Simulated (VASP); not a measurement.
Data:

```yaml
crystal:
  lattice:
    - [0.00000, 3.51287, 3.51287]
    - [3.51287, 0.00000, 3.51287]
    - [3.51287, 3.51287, 0.00000]
  atoms:
    - { symbol: Ba, position: [0.00000, 0.00000, 0.00000] }
    - { symbol: Te, position: [0.50000, 0.50000, 0.50000] }
```

Level of theory: PBE GGA with D3 dispersion (zero damping), VASP's PBE PAW potentials (set 64) (plane waves; VASP). Run with 520 eV cut-off, 7×7×7 Γ-centred mesh, tetrahedra with Blöchl corrections, potentials Ba_sv Te.

Problem. Estimate the energy per atom (σ→0).

Solution. 
| Item | Result |
|---|---|
| energy per atom (σ→0) | -4.497 eV/atom |

The absolute energy has meaning only against runs of the same code, potentials and settings.

The compound is BaTe in the rock salt structure. It was relaxed first.
